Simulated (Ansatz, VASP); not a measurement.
**Cu2Rh: VASP beside Ansatz**

INCAR

```
  PREC = Accurate
  ENCUT = 600
  EDIFF = 1E-7
  ISMEAR = 0
  SIGMA = 0.1
  LREAL = F
  LASPH = T
  NELM = 100
  ALGO = Normal
  ISIF = 3
  LWAVE = F
  LCHARG = F
  GGA = PE
  IBRION = 2
  NSW = 90
  EDIFFG = -0.04
```

The input KPOINTS:

```
Automatic mesh
0
Gamma
  6 6 6
```

Contents of POSCAR:

```
Cu2Rh
1.0
   -1.8334336997      1.8334336997      3.0070197954
    1.8334336997     -1.8334336997      3.0070197954
    1.8334336997      1.8334336997     -3.0070197954
Cu Rh
2 1
Direct
    0.5930000000      0.5930000000      0.0000000000
    0.4070000000      0.4070000000      0.0000000000
    0.0000000000      0.0000000000      0.0000000000
```

Input for Ansatz:

```yaml
crystal:
  lattice:
    - [-1.8334336997, 1.8334336997, 3.0070197954]
    - [1.8334336997, -1.8334336997, 3.0070197954]
    - [1.8334336997, 1.8334336997, -3.0070197954]
  atoms:
    - { symbol: Cu, position: [0.593, 0.593, 0.0] }
    - { symbol: Cu, position: [0.407, 0.407, 0.0] }
    - { symbol: Rh, position: [0.0, 0.0, 0.0] }
basis:
  ecutwfc: 420
kpoints:
  mp_grid: { grid: [6, 6, 6] }
hamiltonian:
  xc: pbe
scf:
  occupations: { method: gaussian, width: 0.1 }
  lower_state_search: "off"
output:
  forces: true
  stress: true
  eigenvalues: true
relax:
  adjacent_minimum: "off"
  f_tol: 0.04
  max_steps: 70
  cell: { stress_tol: 0.4 }
```

Alike in both runs: task relaxation of cell and atoms; functional PBE; k mesh 6 × 6 × 6; occupations gaussian, width 0.1 eV; no spin polarisation.

|  | VASP | Ansatz |
| --- | --- | --- |
| version | VASP 6.6.1 | Ansatz 0.2.0 |
| potentials or method | VASP PAW PBE potentials, release 64 (Cu, Rh_pv) | scalar-relativistic, plane waves, PAW |
| plane-wave cutoff (eV) | 600 | 420 |
| valence electrons in the cell | 37 | 55 |

Ansatz gave:

| Item | Value |
| --- | --- |
| gap on the k mesh at the Fermi level, each at its own relaxed structure (eV) | none |
| relaxed volume (Å³/atom) | 12.78 |
| relaxed cell length with the largest relative difference (Å) | 5.505 |
| energy change over the relaxation (meV/atom) | -15031 |

Task: Estimate VASP's values.

Result: gap on the k mesh at the Fermi level, each at its own relaxed structure (eV): none; relaxed volume (Å³/atom): 12.78; relaxed cell length with the largest relative difference (Å): 4.868; energy change over the relaxation (meV/atom): -6533.

A gap of «none» marks a metal or a gap that the smearing closes. One of these differences is far larger than is usual between the two programs; its cause wasn't traced. The two sets of potentials don't hold the same shells in valence.

Caveats: the k mesh is coarse (spacing up to 0.40 Å⁻¹), so the values aren't converged.
